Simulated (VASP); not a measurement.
Input:

```
Tm
1.0
    1.77779    -3.07922     0.00000
    1.77779     3.07922     0.00000
    0.00000     0.00000     5.57442
Tm
2
Cartesian
  1.77779   1.02641   1.39360
  1.77779  -1.02641   4.18081
```
Starting moments (μB, in the order of the record's atoms Tm Tm): 2.0 2.0.

Computed with PBE GGA, VASP's PBE PAW potentials (set 64) (plane waves; VASP). Run with 300 eV cut-off, 7×7×4 Γ-centred mesh, Fermi-Dirac smearing of 0.14 eV, potentials Tm.

Give the spin-up energies of bands 15 to 28 at the high-symmetry points, in eV from the Fermi level.

| band | Γ | M | K | A | L | H |
|---|---|---|---|---|---|---|
| 15 | -1.33 | -1.31 | -1.30 | -1.33 | -1.34 | -1.34 |
| 16 | -1.33 | -1.28 | -1.25 | -1.33 | -1.34 | -1.34 |
| 17 | -1.30 | -1.28 | -1.24 | -1.33 | -1.27 | -1.21 |
| 18 | -1.30 | -1.25 | -1.24 | -1.33 | -1.27 | -1.21 |
| 19 | -1.17 | -1.19 | -1.22 | -1.11 | -1.18 | -1.19 |
| 20 | -1.17 | -1.19 | -1.15 | -1.11 | -1.18 | -1.19 |
| 21 | -1.09 | -1.17 | -1.15 | -1.11 | -1.17 | -1.17 |
| 22 | -1.09 | -1.13 | -1.13 | -1.11 | -1.17 | -1.17 |
| 23 | -1.06 | -1.06 | -0.33 | -1.06 | -1.14 | 0.07 |
| 24 | -1.05 | -0.82 | -0.33 | -1.06 | -1.14 | 0.07 |
| 25 | 1.26 | -0.34 | -0.15 | 1.77 | 0.70 | 0.09 |
| 26 | 2.75 | 0.29 | -0.12 | 1.77 | 0.70 | 0.09 |
| 27 | 2.75 | 2.19 | 1.87 | 2.66 | 1.97 | 1.01 |
| 28 | 3.17 | 2.41 | 1.87 | 2.66 | 1.97 | 1.01 |

Give the spin-down energies of bands 15 to 28 at the high-symmetry points, in eV from the Fermi level.

```json
[
 {"band": "15", "Γ": "-0.35", "M": "-0.46", "K": "-0.42", "A": "-0.35", "L": "-0.43", "H": "-0.42"},
 {"band": "16", "Γ": "-0.34", "M": "-0.44", "K": "-0.39", "A": "-0.35", "L": "-0.43", "H": "-0.42"},
 {"band": "17", "Γ": "-0.24", "M": "-0.34", "K": "-0.39", "A": "-0.26", "L": "-0.30", "H": "-0.36"},
 {"band": "18", "Γ": "-0.23", "M": "-0.22", "K": "-0.23", "A": "-0.26", "L": "-0.30", "H": "-0.36"},
 {"band": "19", "Γ": "-0.23", "M": "-0.21", "K": "-0.23", "A": "-0.18", "L": "-0.14", "H": "-0.08"},
 {"band": "20", "Γ": "-0.20", "M": "-0.16", "K": "-0.12", "A": "-0.18", "L": "-0.14", "H": "-0.08"},
 {"band": "21", "Γ": "-0.20", "M": "-0.16", "K": "-0.10", "A": "-0.18", "L": "-0.13", "H": "-0.03"},
 {"band": "22", "Γ": "-0.18", "M": "-0.12", "K": "-0.03", "A": "-0.18", "L": "-0.13", "H": "-0.03"},
 {"band": "23", "Γ": "-0.16", "M": "-0.04", "K": "-0.03", "A": "-0.11", "L": "-0.01", "H": "0.25"},
 {"band": "24", "Γ": "-0.08", "M": "0.02", "K": "0.01", "A": "-0.11", "L": "-0.01", "H": "0.25"},
 {"band": "25", "Γ": "1.27", "M": "0.05", "K": "0.01", "A": "1.79", "L": "0.68", "H": "0.30"},
 {"band": "26", "Γ": "2.77", "M": "0.29", "K": "0.12", "A": "1.79", "L": "0.68", "H": "0.30"},
 {"band": "27", "Γ": "2.77", "M": "2.19", "K": "1.89", "A": "2.68", "L": "2.00", "H": "0.95"},
 {"band": "28", "Γ": "3.21", "M": "2.44", "K": "1.89", "A": "2.68", "L": "2.00", "H": "0.95"}
]
```

It has no gap at this level: it comes out as a metal or semimetal.

The structure is a typed Tm crystal. The cell was not relaxed at this level.
